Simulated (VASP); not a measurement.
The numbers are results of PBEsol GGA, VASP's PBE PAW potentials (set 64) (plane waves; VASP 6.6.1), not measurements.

Input for VASP

### INCAR
```
ALGO = Normal
EDIFF = 1E-6
ENCUT = 200
GGA = PS
ISIF = 2
ISMEAR = -1
LASPH = .True.
LCHARG = .False.
LMAXMIX = 6
LREAL = .False.
LWAVE = .False.
NELM = 100
PREC = Accurate
SIGMA = 0.01
SYSTEM = La2O3
```

### POSCAR
```
La2O3
1
    3.9307800000     0.0000000000     0.0000000000
   -1.9653900000     3.4041550000     0.0000000000
    0.0000000000     0.0000000000     6.1119500000
La O
2 3
Direct
  0.6712080000   0.3217320000   0.7539120000
  0.3179710000   0.6545930000   0.2386980000
  0.6592610000   0.3366510000   0.3512890000
  0.3272580000   0.6685180000   0.6488690000
  0.0243020000   0.0185070000   0.0072320000
```

### KPOINTS
```
Automatic mesh
0
Gamma
8 8 8
0 0 0
```

POTCAR, in this order: La O (PBE.64 set). Program: vasp_std.

The resulting files:

### OUTCAR
```
 ion  position               nearest neighbor table
   1  0.671  0.322  0.754-   4 2.32   4 2.32   4 2.44   3 2.46   5 2.69   5 2.72
   2  0.318  0.655  0.239-   3 2.35   3 2.35   3 2.42   4 2.51   5 2.59   5 2.65   5 2.79
   3  0.659  0.337  0.351-   2 2.35   2 2.35   2 2.42   1 2.46
   4  0.327  0.669  0.649-   1 2.32   1 2.32   1 2.44   2 2.51
   5  0.024  0.019  0.007-   2 2.59   2 2.65   1 2.69   1 2.72   2 2.79
  LATTYP: Found a hexagonal cell.
 ALAT       =     3.9307800000
 C/A-ratio  =     1.5548949572
 Subroutine PRICEL returns:
 Original cell was already a primitive cell.
 Subroutine GETGRP returns: Found  1 space group operations
The static configuration has the point symmetry C_1 .
The dynamic configuration has the point symmetry C_1 .
 Subroutine INISYM returns: Found  1 space group operations
 Subroutine IBZKPT returns following result:
 Found    260 irreducible k-points:

 Following reciprocal coordinates:
            Coordinates               Weight
  0.000000  0.000000  0.000000      1.000000
  0.125000  0.000000  0.000000      2.000000
  0.000000  0.125000  0.000000      2.000000
 -0.125000  0.125000  0.000000      2.000000
  0.250000  0.000000  0.000000      2.000000
  0.000000  0.250000  0.000000      2.000000
 -0.250000  0.250000  0.000000      2.000000
  0.375000  0.000000  0.000000      2.000000
  0.000000  0.375000  0.000000      2.000000
 -0.375000  0.375000  0.000000      2.000000
  0.500000  0.000000  0.000000      1.000000
  0.000000  0.500000  0.000000      1.000000
  0.500000  0.500000  0.000000      1.000000
  0.125000  0.125000  0.000000      2.000000
 -0.125000  0.250000  0.000000      2.000000
 -0.250000  0.125000  0.000000      2.000000
  0.250000  0.125000  0.000000      2.000000
 -0.125000  0.375000  0.000000      2.000000
 -0.375000  0.250000  0.000000      2.000000
 -0.250000  0.375000  0.000000      2.000000
...
```

### OSZICAR
```
       N       E                     dE             d eps       ncg     rms          rms(c)
DAV:   1     0.328659568627E+03    0.32866E+03   -0.89706E+03 12504   0.943E+02
DAV:   2     0.406228440896E+02   -0.28804E+03   -0.28504E+03 17184   0.316E+02
DAV:   3    -0.384184663195E+02   -0.79041E+02   -0.77398E+02 22528   0.130E+02
DAV:   4    -0.465834078334E+02   -0.81649E+01   -0.81601E+01 19200   0.504E+01
DAV:   5    -0.470457146051E+02   -0.46231E+00   -0.46219E+00 23632   0.138E+01    0.145E+01
DAV:   6    -0.452915035605E+02    0.17542E+01   -0.21264E+00 21280   0.988E+00    0.868E+00
DAV:   7    -0.446857607620E+02    0.60574E+00   -0.59310E-01 18520   0.579E+00    0.165E+00
DAV:   8    -0.446745922558E+02    0.11169E-01   -0.69394E-02 23168   0.197E+00    0.218E-01
DAV:   9    -0.446754384135E+02   -0.84616E-03   -0.80874E-03 22776   0.693E-01    0.117E-01
DAV:  10    -0.446764727035E+02   -0.10343E-02   -0.23839E-03 18248   0.333E-01    0.515E-02
DAV:  11    -0.446766140307E+02   -0.14133E-03   -0.52286E-04 22232   0.185E-01    0.232E-02
DAV:  12    -0.446766519428E+02   -0.37912E-04   -0.19952E-04 19128   0.109E-01    0.149E-02
DAV:  13    -0.446766511033E+02    0.83949E-06   -0.43955E-05 20912   0.504E-02    0.480E-03
DAV:  14    -0.446766513630E+02   -0.25971E-06   -0.53952E-06 15544   0.174E-02
   1 F= -.44676651E+02 E0= -.44676651E+02  d E =-.566022E-13
```

### OUTCAR
```
------------------------ aborting loop because EDIFF is reached ----------------------------------------
  FORCE on cell =-STRESS in cart. coord.  units (eV):
  Direction    XX          YY          ZZ          XY          YZ          ZX
  --------------------------------------------------------------------------------------
  Total      -60.7132962    -60.7993613    -60.9799002      0.5737943     -0.0193073     -0.3273434
  in kB    -1189.3961758  -1191.0822233  -1194.6190469     11.2408454     -0.3782378     -6.4127806
  external PRESSURE =   -1191.6991487 kB  Pullay stress =       0.0000000 kB
  volume of cell :       81.78
      direct lattice vectors                 reciprocal lattice vectors
     3.930780000  0.000000000  0.000000000     0.254402434  0.146879328  0.000000000
    -1.965390000  3.404155000  0.000000000     0.000000000  0.293758657  0.000000000
     0.000000000  0.000000000  6.111950000     0.000000000  0.000000000  0.163613904
 POSITION                                       TOTAL-FORCE (eV/Angst)
 -----------------------------------------------------------------------------------
      2.00604      1.09523      4.60787        -0.514978      0.389532     -0.736346
     -0.03666      2.22834      1.45891         0.122199      0.304748      0.849702
      1.92976      1.14601      2.14706         0.236458     -0.260075     -0.050990
     -0.02752      2.27574      3.96585         0.446191     -0.238391      0.180097
      0.05915      0.06300      0.04420        -0.289870     -0.195815     -0.242462
 -----------------------------------------------------------------------------------
    total drift:                               -0.001315     -0.000313      0.001889
  FREE ENERGIE OF THE ION-ELECTRON SYSTEM (eV)
  ---------------------------------------------------
  free  energy   TOTEN  =       -44.6766513630 eV

  energy  without entropy=      -44.6766513630  energy(sigma->0) =      -44.67665136
```
(Selected blocks of OUTCAR.)

File OUTCAR:
```
 val. band max:        5.7891852572   @ k =  -0.2500   0.5000   0.5000

 cond. band min:       9.6788928569   @ k =   0.5000   0.0000   0.0000


 Fermi energy:         6.0364758241

 k-point     1 :       0.0000    0.0000    0.0000
  band No.  band energies     occupation
      1     -23.9133      2.00000
      2     -23.6348      2.00000
      3     -11.9027      2.00000
      4     -10.9928      2.00000
      5     -10.7194      2.00000
      6      -7.4185      2.00000
      7      -7.3112      2.00000
      8      -7.1189      2.00000
      9      -7.0791      2.00000
     10      -6.9979      2.00000
     11      -6.7590      2.00000
     12       3.2539      2.00000
     13       3.2656      2.00000
     14       3.5885      2.00000
     15       3.6558      2.00000
     16       3.7482      2.00000
     17       3.9090      2.00000
     18       5.0741      2.00000
     19       5.1464      2.00000
     20       5.3865      2.00000
     21      10.1236      0.00000
     22      10.3716      0.00000
     23      10.4156      0.00000
     24      10.8026      0.00000

 k-point     2 :       0.1250    0.0000    0.0000
  band No.  band energies     occupation
      1     -23.8844      2.00000
      2     -23.6224      2.00000
      3     -11.9204      2.00000
      4     -11.2099      2.00000
      5     -10.8241      2.00000
      6      -7.4288      2.00000
      7      -7.2311      2.00000
      8      -7.2029      2.00000
      9      -7.1035      2.00000
     10      -7.0119      2.00000
     11      -6.5955      2.00000
     12       3.2149      2.00000
     13       3.3574      2.00000
     14       3.4522      2.00000
     15       3.6979      2.00000
     16       3.8448      2.00000
     17       4.3971      2.00000
     18       4.9515      2.00000
     19       5.1512      2.00000
     20       5.4158      2.00000
     21      10.2701      0.00000
     22      10.4142      0.00000
     23      10.5414      0.00000
     24      10.9127      0.00000
...
```

At this cut-off the stress carries a Pulay error, which pulls relaxed volumes low.

The structure comes from a computed database's La2O3 entry; how it stands against other phases isn't given here. The cell was not relaxed at this level, atoms are displaced from their ideal sites. The run is one of a series of settings (ENCUT = 200, KPOINTS 8×8×8 Γ-centred mesh against the base run), some of them coarse on purpose.
